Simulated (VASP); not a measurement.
An input for Quantum ESPRESSO's pw.x (written as the equivalent of a VASP run, and not itself run):

```
&CONTROL
  calculation = 'vc-relax'
  pseudo_dir = './pseudo'
  outdir = './out'
  tprnfor = .true.
  tstress = .true.
  nstep = 30
  forc_conv_thr = 0.00039
/
&SYSTEM
  ibrav = 0
  nat = 2
  ntyp = 1
  ecutwfc = 100
  occupations = 'smearing'
  smearing = 'methfessel-paxton'
  degauss = 0.00735
  input_dft = 'pbe'
/
&ELECTRONS
  conv_thr = 7.3e-09
  electron_maxstep = 100
/
&IONS
/
&CELL
  cell_dofree = 'shape'
/
ATOMIC_SPECIES
  Lu 174.967 Lu.upf
CELL_PARAMETERS angstrom
     1.7209791   -2.9808234    0.0000000
     1.7209791    2.9808234    0.0000000
     0.0000000    0.0000000    5.3726916
ATOMIC_POSITIONS crystal
  Lu   0.3333330  0.6666670  0.2500000
  Lu   0.6666670  0.3333330  0.7500000
K_POINTS automatic
  12 12 7 0 0 0
```

### Question
Write the VASP files for the same calculation (PBE).

### Answer
This is not unique; one that fits is 
**INCAR**
```
SYSTEM = Lu
PREC = Accurate
ENCUT = 520
EDIFF = 1E-7
NELM = 100
ALGO = Normal
LREAL = .FALSE.
LASPH = .TRUE.
ISMEAR = 1
SIGMA = 0.1
GGA = PE
LMAXMIX = 6
LWAVE = .FALSE.
LCHARG = .FALSE.
ISIF = 4
IBRION = 2
NSW = 30
EDIFFG = -0.01
```

File KPOINTS:
```
Automatic mesh
0
Gamma
12 12 7
0 0 0
```

### POSCAR
```
Lu
1
    1.7209791252    -2.9808233695     0.0000000000
    1.7209791252     2.9808233695     0.0000000000
    0.0000000000     0.0000000000     5.3726916489
Lu
2
Direct
  0.3333330000   0.6666670000   0.2500000000
  0.6666670000   0.3333330000   0.7500000000
```

POTCAR, in this order: Lu_3 (PBE.64 set). Program: vasp_std.

The two are equivalent in intent, not identical: the potentials are each code's own (VASP's PAW set, PseudoDojo norm-conserving files in pw.x), so ENCUT and ecutwfc are chosen apart and not converted; conv_thr bounds pw.x's estimated SCF error, while EDIFF bounds the energy change between steps; forc_conv_thr acts on force components and is met together with etot_conv_thr.

The compound is Lu in the hcp structure. This cell is one point of a volume scan, at 0.94 of the reference volume. Symmetry was kept, so distortions that lower it aren't found.
